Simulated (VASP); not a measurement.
An input for VASP 6.6.1 (Mg9Bi2Sb4):

File INCAR:

```
SYSTEM = Mg9Bi2Sb4
PREC = Accurate ; ENCUT = 520
EDIFF = 1E-6 ; ISMEAR = 0
SIGMA = 0.03 ; LREAL = .FALSE.
LASPH = .TRUE. ; NELM = 80
ALGO = Normal ; ISIF = 2
LWAVE = .FALSE. ; LCHARG = .FALSE.
METAGGA = R2SCAN ; LMIXTAU = .TRUE.
NBANDS = 47 ; KPAR = 4
```

KPOINTS

```
regular mesh
0
G
  4 4 4
  0 0 0
```

POSCAR

```
Mg9Bi2Sb4                               
1.0
    0.0000474346     -0.0000273864      7.2389226574
    6.8790498384      3.9744315528      0.0000340626
   -6.8766160612      3.9702161269     -0.0000681250
  Mg              Bi              Sb            
     9     2     4
Direct
     0.6307355343684881    0.3333333299999808    0.3367015044049505
     0.6309042721433130    0.6693691293946363    0.9999559002580735
     0.6309042721433130    0.9972975406053829    0.6639201108634825
     0.3692644656315119    0.3333333300000234    0.9966318255950515
     0.3690957278566870    0.6693691293946150    0.6694132291365134
     0.3690957278566870    0.9972975406053616    0.3333774297419287
     0.0000000000000000    0.9833582337524047    0.9916791168762130
     0.0000000000000000    0.3333333300000021    0.6666666699999979
     1.0000000000000000    0.6833084362475932    0.3416542131237891
     0.2160472613710352    0.3333333300000021    0.3325269751285886
     0.7839527386289648    0.3333333300000021    0.0008063548714135
     0.2250975419741495    0.6664733727007697    0.0001906167277837
     0.2250975419741496    0.0001932972992281    0.6670505840270099
     0.7749024580258504    0.6664733727007697    0.6662827559729859
     0.7749024580258506    0.0001932972992281    0.3331427132722183
```

Contents of KPOINTS_OPT:

```
explicit points
6
Reciprocal
 0.0000000000  0.0000000000  0.0000000000 1
 0.5000000000  0.0000000000  0.0000000000 1
 0.5000000000  0.3333333333  0.3333333333 1
 0.0000000000  0.3333333333  0.3333333333 1
 0.5000000000  0.5000000000  0.0000000000 1
 0.0000000000  0.5000000000  0.0000000000 1
```

Potentials or basis: VASP PAW PBE potentials, release 64 (Mg, Bi_d, Sb).

Launch:

```console
$ cat potpaw_PBE.64/Mg/POTCAR potpaw_PBE.64/Bi_d/POTCAR potpaw_PBE.64/Sb/POTCAR > POTCAR
$ mpirun -np 4 vasp_std > vasp.out
```

Question: What does the program do with it?

Answer: The run stopped without a result. It printed:

OUTCAR:

```text
SYSTEM = Mg9Bi2Sb4
   PREC = Accurate
   ENCUT = 520
   EDIFF = 1E-6
   ISMEAR = 0
   LREAL = .FALSE.
   LASPH = .TRUE.
   NELM = 80
   ISIF = 2
   METAGGA = R2SCAN
[... 137 lines left out ...]
|     E        R     R  R     R  O     O  R     R     ###     ###     ###     |
|     EEEEE    RRRRRR   RRRRRR   O     O  RRRRRR       #       #       #      |
|     E        R   R    R   R    O     O  R   R                               |
|     E        R    R   R    R   O     O  R    R      ###     ###     ###     |
|     EEEEEEE  R     R  R     R  OOOOOOO  R     R     ###     ###     ###     |
|                                                                             |
|     IBZKPT: not all point group operations associated with the symmetry     |
|     operators of the crystalline lattice are members of the point group     |
|     of the reciprocal lattice.                                              |
|                                                                             |
|       ---->  I REFUSE TO CONTINUE WITH THIS SICK JOB ... BYE!!! <----       |
|                                                                             |
 -----------------------------------------------------------------------------
```

On the terminal:

```text
POSCAR found type information on POSCAR MgBiSb
 POSCAR found :  3 types and      15 ions
[... 51 lines left out ...]

1
1
1
1
```
